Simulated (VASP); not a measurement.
All values below come from optB86b-vdW, VASP's PBE PAW potentials (set 64) (plane waves; VASP 6.6.1).

Input for VASP

### KPOINTS
```
Automatic mesh
0
Gamma
9 9 9
0 0 0
```

### INCAR
```
SYSTEM = GaSb
PREC = Accurate
ENCUT = 520
EDIFF = 1E-6
NELM = 100
ALGO = Normal
LREAL = .FALSE.
LASPH = .TRUE.
ISMEAR = 1
SIGMA = 0.1
GGA = MK
PARAM1 = 0.1234
PARAM2 = 1.0
LUSE_VDW = .TRUE.
AGGAC = 0.0
LMAXMIX = 4
LWAVE = .FALSE.
LCHARG = .FALSE.
IBRION = 2
ISIF = 3
NSW = 60
EDIFFG = -0.01
```

**POSCAR**
```
GaSb
1.0
  0.0000000000   3.0833079207   3.0833079207
  3.0833079207   0.0000000000   3.0833079207
  3.0833079207   3.0833079207   0.0000000000
Ga Sb
1 1
Cart
  0.0000000000   0.0000000000   0.0000000000
  1.5416539603   1.5416539603   1.5416539603
```

POTCAR, in this order: Ga_d Sb (PBE.64 set). Program: vasp_std.

Output

File OSZICAR:
```
       N       E                     dE             d eps       ncg     rms          rms(c)
DAV:   1     0.868781132864E+02    0.86878E+02   -0.87655E+03   910   0.168E+03
DAV:   2     0.397545093547E+01   -0.82903E+02   -0.80489E+02   990   0.322E+02
DAV:   3    -0.205317972437E+01   -0.60286E+01   -0.59531E+01  1140   0.741E+01
DAV:   4    -0.216582684649E+01   -0.11265E+00   -0.11261E+00  1012   0.113E+01
DAV:   5    -0.216910166538E+01   -0.32748E-02   -0.32748E-02  1199   0.169E+00    0.291E+00
DAV:   6    -0.212302501489E+01    0.46077E-01   -0.68729E-02  1193   0.453E+00    0.173E+00
DAV:   7    -0.210779780900E+01    0.15227E-01   -0.48821E-02  1060   0.200E+00    0.303E-01
DAV:   8    -0.210844009814E+01   -0.64229E-03   -0.43429E-03  1120   0.932E-01    0.754E-02
DAV:   9    -0.210877622931E+01   -0.33613E-03   -0.52856E-04   938   0.226E-01    0.293E-02
DAV:  10    -0.210880993511E+01   -0.33706E-04   -0.40099E-05  1108   0.451E-02    0.787E-03
DAV:  11    -0.210882162336E+01   -0.11688E-04   -0.15294E-05   920   0.353E-02    0.468E-03
DAV:  12    -0.210882226644E+01   -0.64308E-06   -0.92468E-07   885   0.875E-03
   1 F= -.21088223E+01 E0= -.21088085E+01  d E =-.210882E+01
```

**OUTCAR**
```
------------------------ aborting loop because EDIFF is reached ----------------------------------------
  FORCE on cell =-STRESS in cart. coord.  units (eV):
  Direction    XX          YY          ZZ          XY          YZ          ZX
  --------------------------------------------------------------------------------------
  Total       -0.0186559     -0.0186559     -0.0186559      0.0000000     -0.0000000     -0.0000000
  in kB       -0.5098550     -0.5098550     -0.5098550      0.0000000     -0.0000000     -0.0000000
  external PRESSURE =      -0.5098550 kB  Pullay stress =       0.0000000 kB
  volume of cell :       58.62
      direct lattice vectors                 reciprocal lattice vectors
     0.000000000  3.083307921  3.083307921    -0.162163499  0.162163499  0.162163499
     3.083307921  0.000000000  3.083307921     0.162163499 -0.162163499  0.162163499
     3.083307921  3.083307921  0.000000000     0.162163499  0.162163499 -0.162163499
  FREE ENERGIE OF THE ION-ELECTRON SYSTEM (eV)
  ---------------------------------------------------
  free  energy   TOTEN  =        -2.1088222664 eV

  energy  without entropy=       -2.1087809272  energy(sigma->0) =       -2.10880849

 reached required accuracy - stopping structural energy minimisation
```
(Selected blocks of OUTCAR.)

The compound is GaSb in the zinc blende structure. It was relaxed first. The start is the result of an earlier pass.
